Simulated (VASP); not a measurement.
An input for Quantum ESPRESSO's pw.x (written as the equivalent of a VASP run, and not itself run):

```
&CONTROL
  calculation = 'scf'
  pseudo_dir = './pseudo'
  outdir = './out'
  tprnfor = .true.
  tstress = .true.
/
&SYSTEM
  ibrav = 0
  nat = 3
  ntyp = 2
  ecutwfc = 86
  occupations = 'smearing'
  smearing = 'gaussian'
  degauss = 0.003675
  input_dft = 'pbe'
/
&ELECTRONS
  conv_thr = 7.3e-08
  electron_maxstep = 100
/
ATOMIC_SPECIES
  Sn 118.710 Sn.upf
  Se 78.971 Se.upf
CELL_PARAMETERS angstrom
     1.9529130   -3.3806500    0.0000000
     1.9529130    3.3806500    0.0000000
     0.0000000    0.0000000    6.2681320
ATOMIC_POSITIONS crystal
  Sn   0.0000000  0.0000000  0.0000000
  Se   0.3333330  0.6666670  0.2500000
  Se   0.6759680  0.3426340  0.7500000
K_POINTS automatic
  6 6 3 0 0 0
```

Question: Write the VASP files for the same calculation (PBE).

Answer: Several could match; the one computed here: 
**INCAR**
```
# general
SYSTEM  = SnSe2
PREC    = Accurate
ENCUT   = 520   # plane-wave cut-off (eV)
LREAL   = .FALSE.   # projection in real space or not
LASPH   = .TRUE.   # aspherical one-centre terms

# electronic loop
EDIFF   = 1E-6
NELM    = 100   # most electronic steps
ALGO    = Normal   # blocked Davidson
LMAXMIX = 4   # l cut-off of mixed one-centre charges

# smearing
ISMEAR  = 0   # Gaussian
SIGMA   = 0.05

# functional
GGA     = PE   # PBE

# ions
ISIF    = 2   # forces and stress, cell fixed

# output
LWAVE   = .FALSE.
LCHARG  = .FALSE.
```

**POSCAR**
```
SnSe2
3.9041850
  0.5002101591  -0.8659041516   0.0000000000
  0.5002101591   0.8659041516   0.0000000000
  0.0000000000   0.0000000000   1.6054905185
Sn Se
1 2
direct
  0.0000000000   0.0000000000   0.0000000000
  0.3333330000   0.6666670000   0.2500000000
  0.6759680000   0.3426340000   0.7500000000
```

KPOINTS:
```
Automatic mesh
0
Gamma
6 6 3
0 0 0
```

POTCAR, in this order: Sn Se (PBE.64 set). Program: vasp_std.

What does not carry over: the potentials are each code's own (VASP's PAW set, PseudoDojo norm-conserving files in pw.x), so ENCUT and ecutwfc are chosen apart and not converted; conv_thr bounds pw.x's estimated SCF error, while EDIFF bounds the energy change between steps.

The compound is SnSe2 in the 1T layered structure. The cell was not relaxed at this level, atoms are displaced from their ideal sites. The run is one of a series of settings (ENCUT = 520, POTCAR Sn Se (PBE.64 set) against the base run), some of them coarse on purpose.
